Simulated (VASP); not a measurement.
Here is the system:

```yaml
crystal:
  lattice:
    - [2.29056, -3.96737, 0.00000]
    - [2.29056, 3.96737, 0.00000]
    - [0.00000, 0.00000, 7.02883]
  atoms:
    - { symbol: Pb, position: [0.00000, 0.00000, 0.00000] }
    - { symbol: I, position: [0.33333, 0.66667, 0.26879] }
    - { symbol: I, position: [0.66667, 0.33333, 0.73121] }
```

Method: rev-vdW-DF2, VASP's PBE PAW potentials (set 64) (plane waves; VASP 6.6.1). Run with 520 eV cut-off, 5×5×3 Γ-centred mesh, Gaussian smearing of 0.050 eV, potentials Pb_d I.

Q: What does the run give for the energy per atom (σ→0)?

A: 
```json
{
 "energy per atom (σ→0)": "-0.761 eV/atom"
}
```

Total energies compare only between runs with the same potentials, cut-off and functional.

The compound is PbI2 in the 1T layered structure. It was relaxed first. The start is the result of an earlier pass.
